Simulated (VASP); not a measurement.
Data:

```
CELL_PARAMETERS angstrom
      2.04108     1.17842     6.73043
     -2.04108     1.17842     6.73043
      0.00000    -2.35684     6.73043
ATOMIC_POSITIONS crystal
  Zn 0.49922 0.49922 0.49922
  Cd 0.00211 0.00211 0.00211
  Se 0.13045 0.13045 0.13045
  Se 0.61821 0.61821 0.61821
```

Calculation: LDA (Ceperley-Alder, Perdew-Zunger), VASP's LDA PAW potentials (set 64) (plane waves; VASP 6.6.1). Settings: 400 eV cut-off, 7×7×7 Γ-centred mesh, tetrahedra with Blöchl corrections, potentials Zn Cd Se.

The cores are frozen, which limits the accuracy of field gradients.

Q: Give the principal components of the electric field gradient (V/Å²) and the asymmetry η at each nucleus.

A: 
```
atom    Vxx    Vyy    Vzz     η
----  -----  -----  -----  ----
Zn1     3.3    3.3   -6.6  0.00
Cd2     4.0    4.0   -7.9  0.00
Se3    11.1   11.1  -22.2  0.00
Se4   -24.3  -24.3   48.6  0.00
```

The structure comes from a computed database's ZnCdSe2 entry (R3m); how it stands against other phases isn't given here. It was relaxed first, which changed the volume by -9 %.
